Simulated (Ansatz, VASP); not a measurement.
# C ((17,0) graphene nanotube): VASP beside Ansatz

Wanted: the spread between two codes on one cell, functional and k mesh. The cell is taken from a series of runs on this material, whose earlier steps may have relaxed, scaled, displaced or heated it; both programs get it as it stands.

Method: plane waves, with VASP 6.6.1 beside it; single point at LDA, in Ansatz 0.2.0.

### Step 1. The structure

The cell holds 136 atoms: 136 C. Its edges and angles: a = 25.312 Å, b = 25.255 Å, c = 8.522 Å, α = 90.0°, β = 90.0°, γ = 90.0°. It derives from C (graphene). Graphene sheet (a = 2.46 A) rolled into an (17,0) tube of diameter 13.31 A, 2 periods; (so at first; earlier steps may have moved the atoms), displaced by a Gaussian of 0.02 A. Vacuum lies along a and b. The structure's axis is c.

### Step 2. VASP: single point, LDA

A single point gives forces, pressure and levels at one fixed geometry, so differences don't come from the geometry; what else differs is listed under the comparison.

Lines of VASP's logs that name or quote its potential files are left out, and so is its time.

INCAR reads:

```
SYSTEM = C
PREC = Accurate
ENCUT = 520
EDIFF = 1E-06
NELM = 120
ISMEAR = 0
SIGMA = 0.025
LREAL = Auto
ALGO = Normal
GGA = CA
NBANDS = 367
LORBIT = 11
LWAVE = .FALSE.
LCHARG = .FALSE.
ISIF = 2
LASPH = .TRUE.
GGA_COMPAT = .FALSE.
EFERMI = MIDGAP
```

POSCAR reads:

```
C
1.0
   25.3117200000      0.0000000000      0.0000000000
    0.0000000000     25.2549300000      0.0000000000
    0.0000000000      0.0000000000      8.5216900000
C
136
Direct
    0.7616800000      0.5006500000      0.1681500000
    0.7591900000      0.5486900000      0.0824700000
    0.7451900000      0.5955300000      0.1687000000
    0.7240100000      0.6376000000      0.0828700000
    0.7595400000      0.5488600000      0.4152300000
    0.7454000000      0.5951800000      0.3382100000
    0.6932900000      0.6768900000      0.1709300000
    0.6568300000      0.7107800000      0.0828900000
    0.7242300000      0.6390000000      0.4172600000
    0.6952100000      0.6774800000      0.3370500000
    0.6181900000      0.7356800000      0.1676400000
    0.5714100000      0.7535100000      0.0816600000
    0.6570900000      0.7100600000      0.4171300000
    0.6176800000      0.7365500000      0.3338900000
    0.5236900000      0.7622900000      0.1613300000
    0.4752100000      0.7614200000      0.0841500000
    0.5737000000      0.7546800000      0.4180500000
    0.5239600000      0.7622000000      0.3361100000
    0.4275800000      0.7540200000      0.1654900000
    0.3821500000      0.7362000000      0.0860300000
    0.4762900000      0.7619900000      0.4154900000
    0.4287500000      0.7542500000      0.3288100000
    0.3420100000      0.7121500000      0.1667700000
    0.3054300000      0.6774800000      0.0816300000
    0.3829000000      0.7359000000      0.4167900000
    0.3422700000      0.7103100000      0.3334300000
    0.2766600000      0.6381400000      0.1654600000
    0.2548900000      0.5951700000      0.0850500000
    0.3058100000      0.6778500000      0.4166200000
    0.2750400000      0.6387600000      0.3306800000
[... 100 atom lines left out ...]
    0.7443800000      0.4043400000      0.6654000000
    0.7577300000      0.4512900000      0.5822300000
    0.7242000000      0.3598600000      0.9151700000
    0.7444000000      0.4035600000      0.8344200000
    0.7579700000      0.4527200000      0.9177200000
    0.7630600000      0.4997100000      0.8324700000
```

KPOINTS reads:

```
Automatic mesh
0
Gamma
1 1 1
0 0 0
```

Potentials, in the order of the species: C (LDA family, release 64).

Started as:

```sh
export OMP_NUM_THREADS=3
mpirun -np 1 vasp_gam
```

Numbers of over 12 decimals in the logs are rounded to 6 here.

The log of the run:

```text
[banner, memory and clock lines left out]
running    1 mpi-ranks, on    1 nodes
[...]
Offloading initialized ...    1 GPUs detected
[...]
LDA part: xc-table for (Slater(with rela. corr.)+CA(PZ))
 , standard interpolation
 POSCAR, INCAR and KPOINTS ok, starting setup
[...]
entering main loop
       N       E                     dE             d eps       ncg     rms          rms(c)
DAV:   1     0.626290565079E+04    0.62629E+04   -0.22863E+05   798   0.120E+03
DAV:   2    -0.229621663170E+03   -0.64925E+04   -0.61686E+04  1156   0.287E+02
DAV:   3    -0.140402578343E+04   -0.11744E+04   -0.11671E+04   908   0.135E+02
DAV:   4    -0.145518258176E+04   -0.51157E+02   -0.50889E+02   924   0.357E+01
[...]
DAV:  25    -0.135462952779E+04   -0.33269E-05   -0.76560E-08   516   0.295E-04    0.109E-04
DAV:  26    -0.135462952963E+04   -0.18397E-05   -0.69062E-08   516   0.240E-04    0.732E-05
DAV:  27    -0.135462953057E+04   -0.94324E-06   -0.37141E-08   500   0.179E-04
   1 F= -.13546295E+04 E0= -.13546295E+04  d E =-.758018E-40
```

Parts of OUTCAR (step 2):

```text
  FREE ENERGIE OF THE ION-ELECTRON SYSTEM (eV)
  ---------------------------------------------------
  free  energy   TOTEN  =     -1354.6295305693 eV

  energy  without entropy=    -1354.6295305693  energy(sigma->0) =    -1354.62953057
```

### Step 3. Ansatz: single point, LDA

Ansatz runs on its default PAW (the set named soft_2) files.

The same cell, functional (in two slightly different forms), mesh and smearing now go to Ansatz, which takes its cutoff from its data sets.

input.yaml reads:

```yaml
crystal:
  lattice:
    - [25.31172, 0.0, 0.0]
    - [0.0, 25.25493, 0.0]
    - [0.0, 0.0, 8.52169]
  atoms:
    - { symbol: C, position: [0.76168, 0.50065, 0.16815] }
    - { symbol: C, position: [0.75919, 0.54869, 0.08247] }
    - { symbol: C, position: [0.74519, 0.59553, 0.1687] }
    - { symbol: C, position: [0.72401, 0.6376, 0.08287] }
    - { symbol: C, position: [0.75954, 0.54886, 0.41523] }
    - { symbol: C, position: [0.7454, 0.59518, 0.33821] }
    - { symbol: C, position: [0.69329, 0.67689, 0.17093] }
    - { symbol: C, position: [0.65683, 0.71078, 0.08289] }
    - { symbol: C, position: [0.72423, 0.639, 0.41726] }
    - { symbol: C, position: [0.69521, 0.67748, 0.33705] }
    - { symbol: C, position: [0.61819, 0.73568, 0.16764] }
    - { symbol: C, position: [0.57141, 0.75351, 0.08166] }
    - { symbol: C, position: [0.65709, 0.71006, 0.41713] }
    - { symbol: C, position: [0.61768, 0.73655, 0.33389] }
    - { symbol: C, position: [0.52369, 0.76229, 0.16133] }
    - { symbol: C, position: [0.47521, 0.76142, 0.08415] }
    - { symbol: C, position: [0.5737, 0.75468, 0.41805] }
    - { symbol: C, position: [0.52396, 0.7622, 0.33611] }
    - { symbol: C, position: [0.42758, 0.75402, 0.16549] }
    - { symbol: C, position: [0.38215, 0.7362, 0.08603] }
    - { symbol: C, position: [0.47629, 0.76199, 0.41549] }
    - { symbol: C, position: [0.42875, 0.75425, 0.32881] }
    - { symbol: C, position: [0.34201, 0.71215, 0.16677] }
    - { symbol: C, position: [0.30543, 0.67748, 0.08163] }
    - { symbol: C, position: [0.3829, 0.7359, 0.41679] }
    - { symbol: C, position: [0.34227, 0.71031, 0.33343] }
    - { symbol: C, position: [0.27666, 0.63814, 0.16546] }
    - { symbol: C, position: [0.25489, 0.59517, 0.08505] }
    - { symbol: C, position: [0.30581, 0.67785, 0.41662] }
    - { symbol: C, position: [0.27504, 0.63876, 0.33068] }
[... 100 atom lines left out ...]
    - { symbol: C, position: [0.74438, 0.40434, 0.6654] }
    - { symbol: C, position: [0.75773, 0.45129, 0.58223] }
    - { symbol: C, position: [0.7242, 0.35986, 0.91517] }
    - { symbol: C, position: [0.7444, 0.40356, 0.83442] }
    - { symbol: C, position: [0.75797, 0.45272, 0.91772] }
    - { symbol: C, position: [0.76306, 0.49971, 0.83247] }
kpoints:
  mp_grid: { grid: [1, 1, 1] }
hamiltonian:
  xc: lda
scf:
  occupations: { method: gaussian, width: 0.025 }
output:
  forces: true
  populations: intrinsic
  dos:
    method: { smearing: { sigma: 0.1 } }
    de: 0.1
    projected: { site_lists: { C: [C] } }
  eigenvalues: true
  write_density: true
  write_potential: true
  volumetric_format: npy
```

Started as:

```sh
ansatz run input.yaml --threads 8 --pin off --max-ram 15872MiB --backend cpu --events-out ev --progress --plain --runs-dir out
```

The log of the run:

```text
Engine: ansatz 0.2.0, aarch64-unknown-linux-gnu
Pseudopotentials: kind: paw
Pseudopotential: C, paw, valence charge 4, recommended cutoff 420 eV (normal), C.paw.azcp
Functional definition: SPW92
  exchange = slater_x
  correlation = pw_c
Crystal: 136 atoms, lattice volume = 5447.454 Å³
Basis set: ecut = 420 eV, 106521 PW (Γ)
Bands: 408, of which v1, the nominal top of the filled ones, is band 272 counted from 1 (271 counted from 0)
Symmetry: 1 space group operations
Space group: P1 (ITA 1), of the structure as read, at distance tolerance 1.8e-4 Å
k-points: 1
Non-local potential: C, projectors of the file, l = 0: 2, l = 1: 2, l = 2: 1
PAW form: soft (Blöchl's): semilocal exchange-correlation on the pseudo side does not see the compensation charge
PAW frozen core: C, regenerated for the run's functional, and the local potential with it (the file was generated under x = pbe(κ = 0.804, μ = 0.219515), c = pbe(β = 0.066725))
PAW one-centre angular grid: C, 110 points (default); XC on 64 Gauss nodes
Initial density: superposition of atomic densities (neutral atoms: chi_scale 0, normalization atom), corrected by the library's trained network
Initial wavefunctions: pseudopotential atomic-orbital guess
Functional: x = slater, c = lda
SCF iter   1: F=—  HF=-33024.983830 eV  |F-HF|=—  |Δ(HF+E_count)|=         —  Δρ=3.33e-3  dr2=5.19e-1  ethr=1.77e-3  ⟨swp⟩=7.0  Hψ=2015  notcnv=0  defer=115
preconditioner: auto → Resta (q_TF=auto, 1.858 Å⁻¹)  ε∞=1.6  [insulator: Δε(μ)=0.465 eV  Ē_g=14.664 eV  σ=0.025 eV  W_gap=1.00  n_scr=604 (ndim 8)  ℏωp=11.7 eV  f_vac=0.737  D(μ)=0.00/eV (n_scr^D=0)  ε∞_Penn≈1.6  vacuum switching on, ρ_ref=1.6e-2 e/Å³]
SCF iter   2: F=—  HF=-33024.911367 eV  |F-HF|=—  |Δ(HF+E_count)|=   7.25e-2  Δρ=1.56e-3  dr2=7.27e-2  ethr=9.54e-5  ⟨swp⟩=2.0  Hψ=649  notcnv=0  defer=132
SCF iter   3: F=—  HF=-33024.946610 eV  |F-HF|=—  |Δ(HF+E_count)|=   3.52e-2  Δρ=8.34e-4  dr2=2.43e-1  ethr=1.34e-5  ⟨swp⟩=2.0  Hψ=443  notcnv=0  defer=132  recentre
SCF iter   4: F=—  HF=-33024.963116 eV  |F-HF|=—  |Δ(HF+E_count)|=   1.65e-2  Δρ=7.36e-4  dr2=3.98e-1  ethr=1.34e-5  ⟨swp⟩=2.0  Hψ=431  notcnv=0  defer=132
SCF iter   5: F=—  HF=-33024.943758 eV  |F-HF|=—  |Δ(HF+E_count)|=   1.94e-2  Δρ=2.61e-4  dr2=3.91e-2  ethr=1.34e-5  ⟨swp⟩=1.0  Hψ=470  notcnv=0  defer=132
SCF iter   6: F=—  HF=-33024.942716 eV  |F-HF|=—  |Δ(HF+E_count)|=   1.04e-3  Δρ=1.03e-4  dr2=7.89e-4  ethr=7.20e-6  ⟨swp⟩=2.0  Hψ=301  notcnv=0  defer=132
SCF iter   7: F=—  HF=-33024.943461 eV  |F-HF|=—  |Δ(HF+E_count)|=   7.45e-4  Δρ=6.37e-5  dr2=3.50e-4  ethr=1.45e-7  ⟨swp⟩=2.0  Hψ=489  notcnv=0  defer=132
SCF iter   8: F=—  HF=-33024.943627 eV  |F-HF|=—  |Δ(HF+E_count)|=   1.66e-4  Δρ=3.37e-5  dr2=5.28e-4  ethr=6.43e-8  ⟨swp⟩=2.0  Hψ=420  notcnv=0  defer=132
SCF iter   9: F=—  HF=-33024.943632 eV  |F-HF|=—  |Δ(HF+E_count)|=   4.80e-6  Δρ=1.96e-5  dr2=9.82e-5  ethr=6.43e-8  ⟨swp⟩=2.0  Hψ=300  notcnv=0  defer=132
SCF iter  10: F=—  HF=-33024.943280 eV  |F-HF|=—  |Δ(HF+E_count)|=   3.53e-4  Δρ=9.85e-6  dr2=1.04e-5  ethr=1.80e-8  ⟨swp⟩=1.0  Hψ=408  notcnv=0  defer=132
SCF iter  11: F=—  HF=-33024.943281 eV  |F-HF|=—  |Δ(HF+E_count)|=   1.50e-6  Δρ=6.29e-6  dr2=5.28e-6  ethr=1.91e-9  ⟨swp⟩=2.0  Hψ=528  notcnv=0  defer=132
SCF iter  12: F=—  HF=-33024.943283 eV  |F-HF|=—  |Δ(HF+E_count)|=   2.11e-6  Δρ=3.68e-6  dr2=6.60e-7  ethr=9.71e-10  ⟨swp⟩=2.0  Hψ=314  notcnv=0  defer=132
SCF iter  13: F=—  HF=-33024.943284 eV  |F-HF|=—  |Δ(HF+E_count)|=   9.55e-7  Δρ=1.15e-6  dr2=1.27e-7  ethr=1.21e-10  ⟨swp⟩=3.0  Hψ=428  notcnv=0  defer=132
SCF iter  14: F=—  HF=-33024.943284 eV  |F-HF|=—  |Δ(HF+E_count)|=   1.07e-7  Δρ=6.23e-7  dr2=2.63e-7  ethr=1.84e-11  ⟨swp⟩=38.0  Hψ=5309  notcnv=0
SCF iter  15: F=-33024.943284 eV  HF=-33024.943284 eV  |F-HF|=6.86e-8  |Δ(HF+E_count)|=   6.61e-9  Δρ=3.85e-7  dr2=7.44e-8  ethr=1.84e-11  ⟨swp⟩=8.0  Hψ=2198  notcnv=0
SCF 1 converged in 15 iterations: F = -33024.943284 eV  dr2 = 7.44e-8
  greatest PAW one-centre occupation: 0.679 electrons in one spin orbital (limit 2), on the C atom at site 96 (counted from 0), in its partial waves of l = 0
[...]
atom 108  C     -0.40244440     0.41974013     0.26738655
  atom 109  C      0.56870027    -0.87539137    -0.84823658
  atom 110  C     -0.65833875     0.49651553     2.33828572
  atom 111  C     -1.48289892     0.46077608     1.27455695
  atom 112  C     -0.01834267     1.18116169    -1.62628908
  atom 113  C      0.33593662     0.27824600    -0.52538171
  atom 114  C      0.46533062     0.13239785    -0.98663200
  atom 115  C      2.67512713    -1.83460968     0.04012747
  atom 116  C     -1.33463692     1.63405529    -0.43614475
  atom 117  C     -1.25953649     0.07686067    -0.06355850
  atom 118  C      0.70777824     0.13636015     0.91307302
  atom 119  C     -2.61556209    -0.95643992     0.99647382
  atom 120  C      2.13527662     0.58762748    -0.65984012
  atom 121  C      1.07880367     0.52638222    -3.05698391
  atom 122  C     -0.62885985    -0.18758780     1.38424332
  atom 123  C     -0.19653329    -0.53463475     0.73407634
  atom 124  C     -0.58326504     0.19376109    -1.49169174
  atom 125  C     -0.37599859     0.16773552    -2.47195432
  atom 126  C     -0.46088821     0.02471685    -0.31791815
  atom 127  C     -0.41514958    -0.75208911     0.21034342
  atom 128  C     -0.40836508    -0.52664721     0.54430831
  atom 129  C      0.87115370     1.18919110    -1.25435547
  atom 130  C     -0.45328945    -1.22081559     1.67664220
  atom 131  C      0.43834927     0.85074064     0.31757936
  atom 132  C      0.13602083     1.00821254     1.08424954
  atom 133  C     -0.12680326     0.79406869    -0.45673455
  atom 134  C      0.76790220     1.97286023    -0.44504667
  atom 135  C     -0.07468671    -2.35799644    -1.70912726
  atom 136  C     -0.43046413     1.12039780     1.34673812
  max |Σ_I F_I| component: 4.61e-4 eV/Å
--- Band table (eV) ---
  k-point 0: bands = [... 268 lower, -2.6241, -2.5445, -2.2915, -2.2599, -1.7886, -1.7421, -1.5837, -1.4749, ... 132 higher]
--- intrinsic populations: 136 sites ---
  site symbol       q [e]
     0      C      3.9957
     1      C      4.0051
     2      C      3.9950
     3      C      4.0017
     4      C      4.0001
     5      C      4.0001
     6      C      3.9947
     7      C      4.0006
     8      C      3.9995
     9      C      4.0053
    10      C      3.9991
    11      C      3.9997
    12      C      3.9960
    13      C      4.0049
    14      C      3.9984
    15      C      4.0003
    16      C      3.9994
    17      C      3.9959
    18      C      4.0046
    19      C      3.9999
    20      C      4.0019
    21      C      3.9972
    22      C      4.0001
    23      C      3.9977
[...]
128      C      4.0006
   129      C      3.9962
   130      C      4.0001
   131      C      4.0003
   132      C      4.0039
   133      C      3.9964
   134      C      4.0014
   135      C      4.0019
  spilling = -0.000000 (of n_electrons = 544.000000)
```

### Step 4. Side by side

Known differences besides the potentials themselves: the two LDA forms differ slightly; the cutoff is 420 eV in Ansatz and 520 eV in VASP (PREC = Accurate, projectors in real space); VASP's log shows a relativistic correction to its local exchange, Ansatz's none. Total energies have different zeros and are not compared.

The two programs side by side:

```csv
quantity,Ansatz,VASP,difference
gap on the k mesh (eV),0.471,0.471,0.000
```

Forces on 10 of the 136 atoms, those with the largest forces and the largest differences (eV/Å; atoms numbered as in POSCAR):

```csv
atom,"Ansatz x, y, z","VASP x, y, z"
C8,"2.534, -1.834, 1.052","2.537, -1.823, 1.053"
C9,"0.265, -0.181, 0.806","0.279, -0.174, 0.791"
C62,"-1.713, -2.191, -2.049","-1.703, -2.190, -2.049"
C72,"-0.905, 0.486, -0.361","-0.890, 0.494, -0.348"
C73,"0.547, 0.155, -3.214","0.553, 0.155, -3.209"
C83,"3.373, -0.194, 2.100","3.373, -0.180, 2.100"
C94,"2.747, 2.073, -0.831","2.739, 2.083, -0.823"
C100,"0.512, 1.797, -0.932","0.495, 1.790, -0.920"
C107,"1.020, -1.256, -3.172","1.010, -1.263, -3.172"
C121,"1.079, 0.526, -3.057","1.082, 0.512, -3.060"
```

The forces differ by 8.3 meV/Å r.m.s., which is 0.8 % of the r.m.s. force of 1.092 eV/Å (both taken over all components). A gap on the mesh is an upper bound, since the band edges may lie between its points. With vacuum in the cell, a pressure given here is an average over mostly empty space and none of the material.

### Step 5. Outcome

* r.m.s. force difference (single point, LDA): 0.76 % of the r.m.s. force

What this shows: The r.m.s. force difference is 0.76 % of the r.m.s. force (single point, LDA), within the 3 % picked in this series as the mark of a large difference. How closely two codes agree says nothing of how well the functional describes the real material.

[Lines on the potential files, build, host, timing and source positions are cut from VASP's logs without a mark.]

[Logs are printed without paths, hosts, clocks, repeated set-up lines and the standing remarks that a program may print on its own settings, such as how far it seeks lower states.]

[Hosts, paths, dates, database ids (printed as entryN), source tags and the programs' standing remarks are cut or masked in the printed files.]
